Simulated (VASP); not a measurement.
Calculation: r2SCAN meta-GGA, VASP's PBE PAW potentials (set 64) (plane waves; VASP).

A VASP calculation is set up with these files.

File KPOINTS_OPT:
```
k-points along high-symmetry lines
6
Line-mode
Reciprocal
  0.000000   0.000000   0.000000 ! GAMMA
  0.000000   0.000000   0.500000 ! X

  0.000000   0.000000   0.500000 ! X
  0.250000   0.250000   0.250000 ! P

  0.250000   0.250000   0.250000 ! P
  0.000000   0.500000  -0.000000 ! N

  0.000000   0.500000  -0.000000 ! N
  0.000000   0.000000   0.000000 ! GAMMA

  0.000000   0.000000   0.000000 ! GAMMA
  0.500000   0.500000  -0.500000 ! M

  0.500000   0.500000  -0.500000 ! M
  0.292017   0.707983  -0.292017 ! S

 -0.292017   0.292017   0.292017 ! S_0
  0.000000   0.000000   0.000000 ! GAMMA

  0.000000   0.000000   0.500000 ! X
 -0.084034   0.084034   0.500000 ! R

  0.500000   0.500000  -0.084034 ! G
  0.500000   0.500000  -0.500000 ! M
```

File POSCAR:
```
WSi2
1
   -1.6063307191     1.6063307191     3.9027005349
    1.6063307191    -1.6063307191     3.9027005349
    1.6063307191     1.6063307191    -3.9027005349
Si W
2 1
Direct
  0.6653218907   0.6653218907   0.0000000000
  0.3346781093   0.3346781093   0.0000000000
  0.0000000000   0.0000000000   0.0000000000
```

File KPOINTS:
```
Automatic mesh
0
Gamma
15 15 15
0 0 0
```

**INCAR**
```
PREC  =  Accurate
LCHARG  =  .FALSE.
ENCUT  =  400   ! plane-wave cut-off (eV)
ISIF  =  2
LREAL  =  .FALSE.
LMIXTAU  =  .TRUE.
EDIFF  =  1E-7   ! SCF stop (eV)
LMAXMIX  =  6   ! l cut-off of mixed one-centre charges
LWAVE  =  .FALSE.
NELM  =  100   ! most electronic steps
ISMEAR  =  -5
METAGGA  =  R2SCAN
ALGO  =  Normal   ! blocked Davidson
LEFG  =  .TRUE.
LORBIT  =  11   ! lm-projected
SYSTEM  =  WSi2
NEDOS  =  601
LASPH  =  .TRUE.
```

POTCAR, in this order: Si W_sv (PBE.64 set). Program: vasp_std.

Output

**OUTCAR**
```
 ion  position               nearest neighbor table
   1  0.665  0.665  0.000-   2 2.58   3 2.61   3 2.61   3 2.61   3 2.61   3 2.61   2 2.63   2 2.63
                             2 2.63   2 2.63
   2  0.335  0.335  0.000-   1 2.58   3 2.61   3 2.61   3 2.61   3 2.61   3 2.61   1 2.63   1 2.63
                             1 2.63   1 2.63
   3  0.000  0.000  0.000-   1 2.61   2 2.61   1 2.61   2 2.61   1 2.61   1 2.61   1 2.61   2 2.61
                             2 2.61   2 2.61
  LATTYP: Found a body centered tetragonal cell.
 ALAT       =     3.2126614382
 C/A-ratio  =     2.4295747373
 Subroutine PRICEL returns:
 Original cell was already a primitive cell.
 Subroutine GETGRP returns: Found 16 space group operations
The static configuration has the point symmetry D_4h.
The dynamic configuration has the point symmetry D_4h.
 Subroutine INISYM returns: Found 16 space group operations
 Subroutine IBZKPT returns following result:
 Found    288 irreducible k-points:

 Following reciprocal coordinates:
            Coordinates               Weight
  0.000000  0.000000  0.000000      1.000000
  0.066667 -0.000000  0.000000      8.000000
  0.133333 -0.000000  0.000000      8.000000
  0.200000 -0.000000  0.000000      8.000000
  0.266667 -0.000000  0.000000      8.000000
  0.333333 -0.000000  0.000000      8.000000
  0.400000 -0.000000  0.000000      8.000000
  0.466667 -0.000000  0.000000      8.000000
  0.066667  0.066667  0.000000      8.000000
  0.133333  0.066667  0.000000     16.000000
  0.200000  0.066667  0.000000     16.000000
  0.266667  0.066667  0.000000     16.000000
  0.333333  0.066667  0.000000     16.000000
  0.400000  0.066667 -0.000000     16.000000
  0.466667  0.066667  0.000000     16.000000
 -0.466667  0.066667 -0.000000     16.000000
 -0.400000  0.066667  0.000000     16.000000
 -0.333333  0.066667  0.000000     16.000000
 -0.266667  0.066667  0.000000     16.000000
 -0.200000  0.066667 -0.000000     16.000000
 -0.133333  0.066667  0.000000     16.000000
 -0.066667  0.066667  0.000000      4.000000
  0.133333  0.133333  0.000000      8.000000
  0.200000  0.133333  0.000000     16.000000
  0.266667  0.133333  0.000000     16.000000
  0.333333  0.133333 -0.000000     16.000000
  0.400000  0.133333  0.000000     16.000000
  0.466667  0.133333  0.000000     16.000000
 -0.466667  0.133333 -0.000000     16.000000
 -0.400000  0.133333  0.000000     16.000000
 -0.333333  0.133333  0.000000     16.000000
 -0.266667  0.133333  0.000000     16.000000
 -0.200000  0.133333  0.000000     16.000000
 -0.133333  0.133333  0.000000      4.000000
  0.200000  0.200000  0.000000      8.000000
  0.266667  0.200000  0.000000     16.000000
  0.333333  0.200000  0.000000     16.000000
  0.400000  0.200000  0.000000     16.000000
  0.466667  0.200000  0.000000     16.000000
 -0.466667  0.200000 -0.000000     16.000000
   k-points           NKPTS =    288   k-points in BZ     NKDIM =    288   number of bands    NBANDS=     15
   number of dos      NEDOS =    601   number of ions     NIONS =      3
   total plane-waves  NPLWV =  27000
   dimension x,y,z NGX =    30 NGY =   30 NGZ =   30
   dimension x,y,z NGXF=    60 NGYF=   60 NGZF=   60
   ions per type =               2   1
   PREC   = accura    normal or accurate (medium, high low for compatibility)
   ISTART =      0    job   : 0-new  1-cont  2-samecut
   ICHARG =      2    charge: 1-file 2-atom 10-const
   ISPIN  =      1    spin polarized calculation?
   LNONCOLLINEAR =      F non collinear calculations
   LSORBIT =      F    spin-orbit coupling
   INIWAV =      1    electr: 0-lowe 1-rand  2-diag
   ENCUT  =  400.0 eV  29.40 Ry    5.42 a.u.   7.36  7.36  7.36*2*pi/ulx,y,z
...
```

**OSZICAR**
```
       N       E                     dE             d eps       ncg     rms          rms(c)
DAV:   1     0.643201993121E+02    0.64320E+02   -0.10033E+04  8640   0.127E+03
DAV:   2    -0.715581298915E+02   -0.13588E+03   -0.13456E+03 10096   0.332E+02
DAV:   3    -0.749254598092E+02   -0.33673E+01   -0.33263E+01 11538   0.479E+01
DAV:   4    -0.749491194305E+02   -0.23660E-01   -0.23653E-01  9914   0.455E+00
DAV:   5    -0.749494130618E+02   -0.29363E-03   -0.29379E-03 11552   0.496E-01    0.273E+01
DAV:   6    -0.698691824197E+02    0.50802E+01   -0.34848E+00  9620   0.212E+01    0.798E+00
DAV:   7    -0.695743652274E+02    0.29482E+00   -0.32592E-01 10082   0.505E+00    0.388E+00
DAV:   8    -0.698509847343E+02   -0.27662E+00   -0.28049E-01  9403   0.545E+00    0.638E-01
DAV:   9    -0.698107262067E+02    0.40259E-01   -0.77456E-02  9109   0.299E+00    0.398E-01
DAV:  10    -0.698119796336E+02   -0.12534E-02   -0.14344E-03 11216   0.313E-01    0.307E-01
DAV:  11    -0.698153029901E+02   -0.33234E-02   -0.36443E-03 10523   0.531E-01    0.423E-01
DAV:  12    -0.698141323258E+02    0.11707E-02   -0.28615E-03  9452   0.622E-01    0.291E-01
DAV:  13    -0.698158248136E+02   -0.16925E-02   -0.11129E-03  9088   0.374E-01    0.219E-01
DAV:  14    -0.698157908251E+02    0.33989E-04   -0.20228E-04 11307   0.123E-01    0.126E-01
DAV:  15    -0.698157930065E+02   -0.21815E-05   -0.20771E-05  9473   0.528E-02    0.632E-02
DAV:  16    -0.698157861062E+02    0.69003E-05   -0.42390E-05 10873   0.533E-02    0.769E-03
DAV:  17    -0.698157894434E+02   -0.33372E-05   -0.21951E-06  9207   0.153E-02    0.111E-02
DAV:  18    -0.698157883411E+02    0.11024E-05   -0.26238E-06 11125   0.126E-02    0.800E-04
DAV:  19    -0.698157884519E+02   -0.11085E-06   -0.22378E-07  7967   0.431E-03    0.190E-03
DAV:  20    -0.698157882873E+02    0.16461E-06   -0.17603E-08  4649   0.136E-03    0.985E-04
DAV:  21    -0.698157883760E+02   -0.88720E-07   -0.31142E-08  4565   0.138E-03
   1 F= -.69815788E+02 E0= -.69815788E+02  d E =0.000000E+00
       N       E                     dE             ncg
```

File OUTCAR:
```
------------------------ aborting loop because EDIFF is reached ----------------------------------------
  FORCE on cell =-STRESS in cart. coord.  units (eV):
  Direction    XX          YY          ZZ          XY          YZ          ZX
  --------------------------------------------------------------------------------------
  Total        0.0303305      0.0303305     -0.0480997      0.0000000     -0.0000000     -0.0000000
  in kB        1.2064111      1.2064111     -1.9131888      0.0000000     -0.0000000     -0.0000000
  external PRESSURE =       0.1665444 kB  Pullay stress =       0.0000000 kB
  volume of cell :       40.28
      direct lattice vectors                 reciprocal lattice vectors
    -1.606330719  1.606330719  3.902700535     0.000000000  0.311268404  0.128116415
     1.606330719 -1.606330719  3.902700535     0.311268404  0.000000000  0.128116415
     1.606330719  1.606330719 -3.902700535     0.311268404  0.311268404  0.000000000
 POSITION                                       TOTAL-FORCE (eV/Angst)
 -----------------------------------------------------------------------------------
      0.00000      0.00000      5.19310        -0.000000     -0.000000     -0.034834
      0.00000      0.00000      2.61230         0.000000      0.000000      0.034834
      0.00000      0.00000      0.00000        -0.000000     -0.000000     -0.000000
 -----------------------------------------------------------------------------------
    total drift:                                0.000000      0.000000     -0.000000
  FREE ENERGIE OF THE ION-ELECTRON SYSTEM (eV)
  ---------------------------------------------------
  free  energy   TOTEN  =       -69.8157883760 eV

  energy  without entropy=      -69.8157883760  energy(sigma->0) =      -69.81578838

 total charge

# of ion       s       p       d       tot
------------------------------------------
    1        0.725   0.905   0.000   1.630
    2        0.725   0.905   0.000   1.630
    3        2.309   6.319   3.591  12.218
--------------------------------------------------
tot          3.758   8.129   3.591  15.477

 Electric field gradients after diagonalization (V/A^2)
 (convention: |V_zz| > |V_xx| > |V_yy|)
----------------------------------------------------------------------
 ion       V_xx      V_yy      V_zz     asymmetry (V_yy - V_xx)/ V_zz
----------------------------------------------------------------------
   1       5.226     5.225   -10.451       0.000
   2       5.226     5.225   -10.451       0.000
   3      73.955    73.954  -147.909       0.000
```
(Selected blocks of OUTCAR.)

For a metal the tetrahedron method with Blöchl corrections gives inexact stress and forces.

The compound is WSi2 in the MoSi2 type structure. It was relaxed first.
